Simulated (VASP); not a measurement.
Consider the following.

```
Bi
1.0
    0.00000     2.47487     2.47487
    2.47487     0.00000     2.47487
    2.47487     2.47487     0.00000
Bi
1
Direct
  0.00000   0.00000   0.00000
```

Calculation: PBEsol GGA, VASP's PBE PAW potentials (set 64) (plane waves; VASP). Run with 480 eV cut-off, 12×12×12 Γ-centred mesh, first-order Methfessel-Paxton smearing of 0.10 eV, potentials Bi_d.

Energy and stress use the plane-wave basis of the starting cell.

The ions, cell shape and volume at an external pressure of 5.0 GPa are relaxed. What does this cell relax into?

```
Bi
1.0
    0.00000     2.41294     2.41294
    2.41294     0.00000     2.41294
    2.41294     2.41294     0.00000
Bi
1
Direct
  0.00000   0.00000   0.00000
```
Space group Fm-3m (225), at a tolerance of 0.03 Å.

How do energy and volume change from the first to the last step?

The energy (σ→0) changes by +29.2 meV/atom and the volume by -7.3 %, in 5 ionic steps.

```json
[
 {"step": "1", "E(σ→0) (eV)": "-4.1677", "max force (eV/Å)": "0.000", "pressure (GPa)": "-0.36", "volume (Å³)": "30.32"},
 {"step": "2", "E(σ→0) (eV)": "-4.0331", "max force (eV/Å)": "0.000", "pressure (GPa)": "12.21", "volume (Å³)": "26.08"},
 {"step": "3", "E(σ→0) (eV)": "-4.1387", "max force (eV/Å)": "0.000", "pressure (GPa)": "4.92", "volume (Å³)": "28.10"},
 {"step": "4", "E(σ→0) (eV)": "-4.1373", "max force (eV/Å)": "0.000", "pressure (GPa)": "5.06", "volume (Å³)": "28.06"},
 {"step": "5", "E(σ→0) (eV)": "-4.1385", "max force (eV/Å)": "0.000", "pressure (GPa)": "4.94", "volume (Å³)": "28.10"}
]
```

The structure was generated: Bi was put into the fcc type (Fm-3m), which need not be its known phase. This run relaxes it under an external pressure of 5 GPa. Symmetry was kept, so distortions that lower it aren't found.
